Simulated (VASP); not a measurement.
Here is the system:

```xyz
64
Lattice="7.1466 0.0000 0.0000 0.0000 7.1466 0.0000 0.0000 0.0000 7.1466" Properties=species:S:1:pos:R:3 pbc="T T T"
C      3.5733     0.0000     0.0000
C      4.4666     0.8933     0.8933
C      5.3599     1.7866     0.0000
C      6.2532     2.6800     0.8933
C      5.3599     0.0000     1.7866
C      6.2532     0.8933     2.6800
C      0.0000     0.0000     0.0000
C      0.8933     0.8933     0.8933
C      1.7866     1.7866     0.0000
C      2.7008     2.7254     0.9035
C      3.5733     3.5733     0.0000
C      4.4463     4.4711     0.9397
C      5.3599     5.3599     0.0000
C      6.2532     6.2532     0.8933
C      1.7866     0.0000     1.7866
C      2.6604     0.8571     2.7276
C      3.5240     1.8262     1.7720
C      4.5094     2.6700     2.6768
C      5.3546     3.6142     1.8009
C      6.2272     4.4843     2.6729
C      3.5733     0.0000     3.5733
C      4.4988     0.9071     4.5164
C      5.3626     1.7611     3.5260
C      6.2723     2.6596     4.4936
C      5.3599     0.0000     5.3599
C      6.2532     0.8933     6.2532
C      0.0000     3.5733     0.0000
C      0.8933     4.4666     0.8933
C      1.7866     5.3599     0.0000
C      2.6800     6.2532     0.8933
C      0.0000     1.7866     1.7866
C      0.8665     2.7094     2.6630
C      1.7392     3.6199     1.8315
C      2.7177     4.4868     2.6474
C      3.6038     5.3486     1.8078
C      4.4455     6.2128     2.6967
C      0.0000     0.0000     3.5733
C      0.8933     0.8933     4.4666
C      1.7833     1.7496     3.5775
C      2.6480     2.6710     4.4819
C      4.4213     4.4624     4.4279
C      5.3766     5.3258     3.5997
C      6.2532     6.2532     4.4666
C      1.7866     0.0000     5.3599
C      2.6800     0.8933     6.2532
C      3.5869     1.7609     5.3877
C      4.4236     2.7067     6.2468
C      5.4068     3.6005     5.3436
C      6.2532     4.4666     6.2532
C      0.0000     5.3599     1.7866
C      0.8933     6.2532     2.6800
C      0.0000     3.5733     3.5733
C      0.9342     4.4213     4.4729
C      1.8302     5.3219     3.5726
C      2.7029     6.2924     4.4173
C      0.0000     1.7866     5.3599
C      0.8933     2.6800     6.2532
C      1.7683     3.5865     5.3313
C      2.6816     4.4786     6.2253
C      3.5632     5.3842     5.3443
C      4.4666     6.2532     6.2532
C      0.0000     5.3599     5.3599
C      0.8933     6.2532     6.2532
S      3.5317     3.5821     3.5960
```
Cell charge +2.

Computed with PBE GGA, VASP's PBE PAW potentials (set 64) (plane waves; VASP 6.6.1). Numerical set-up: PREC = Normal, LREAL = Auto, ISYM = 0, NELECT = 256.0, EDIFF = 1E-5, 400 eV cut-off, 1×1×1 Γ-centred mesh, Gaussian smearing of 0.050 eV, potentials C S.

The cell is charged, with a uniform compensating background. The supercell is sampled at Γ alone, which is coarse: total energies, pressure and levels can be off, energies of defects by several tenths of an eV.

Problem. The ions are relaxed. What does this cell relax into?

Solution. 
```xyz
64
Lattice="7.1466 0.0000 0.0000 0.0000 7.1466 0.0000 0.0000 0.0000 7.1466" Properties=species:S:1:pos:R:3 pbc="T T T"
C      3.5725     0.0012     0.0012
C      4.4690     0.8830     0.8831
C      5.3632     1.7839     7.1459
C      6.2642     2.6779     0.8830
C      5.3633     7.1460     1.7840
C      6.2644     0.8827     2.6784
C      7.1460     0.0013     0.0011
C      0.8917     0.8935     0.8934
C      1.7823     1.7842     0.0028
C      2.6780     2.6795     0.8855
C      3.5727     3.5747     0.0013
C      4.4675     4.4692     0.8855
C      5.3633     5.3651     0.0030
C      6.2539     6.2557     0.8935
C      1.7823     0.0029     1.7841
C      2.6780     0.8855     2.6799
C      3.5671     1.7601     1.7601
C      4.5526     2.5944     2.5946
C      5.3871     3.5801     1.7600
C      6.2617     4.4689     2.6794
C      3.5727     0.0010     3.5745
C      4.4675     0.8852     4.4691
C      5.3871     1.7598     3.5802
C      6.2616     2.6796     4.4691
C      5.3633     0.0027     5.3649
C      6.2536     0.8935     6.2552
C      7.1459     3.5744     0.0011
C      0.8810     4.4703     0.8828
C      1.7820     5.3650     7.1460
C      2.6765     6.2663     0.8827
C      0.0012     1.7840     1.7841
C      0.8837     2.6795     2.6796
C      1.7582     3.5688     1.7599
C      2.5928     4.5543     2.5941
C      3.5783     5.3889     1.7599
C      4.4676     6.2635     2.6795
C      7.1462     0.0009     3.5746
C      0.8812     0.8828     4.4706
C      1.7583     1.7599     3.5691
C      2.5928     2.5944     4.5545
C      4.5527     4.5547     4.5547
C      5.3870     5.3887     3.5686
C      6.2644     6.2658     4.4705
C      1.7823     7.1459     5.3649
C      2.6764     0.8829     6.2661
C      3.5783     1.7601     5.3889
C      4.4673     2.6795     6.2634
C      5.3870     3.5690     5.3888
C      6.2642     4.4705     6.2661
C      7.1443     5.3649     1.7840
C      0.8811     6.2660     2.6782
C      7.1460     3.5744     3.5744
C      0.8838     4.4689     4.4690
C      1.7586     5.3886     3.5801
C      2.6779     6.2633     4.4693
C      7.1440     1.7839     5.3647
C      0.8809     2.6781     6.2661
C      1.7584     3.5800     5.3891
C      2.6779     4.4693     6.2638
C      3.5671     5.3888     5.3891
C      4.4689     6.2662     6.2664
C      0.0011     5.3647     5.3650
C      0.8917     6.2554     6.2554
S      3.5726     3.5744     3.5743
```
Cell charge +2.

Problem. How much energy does the relaxation gain?

Solution. The energy (σ→0) changes by -60.4 meV/atom, in 15 ionic steps.

The cell is a supercell with a defect, built from C (diamond): S_C, charge +2. The run is not spin-polarised, so no state with unpaired spins was tried.
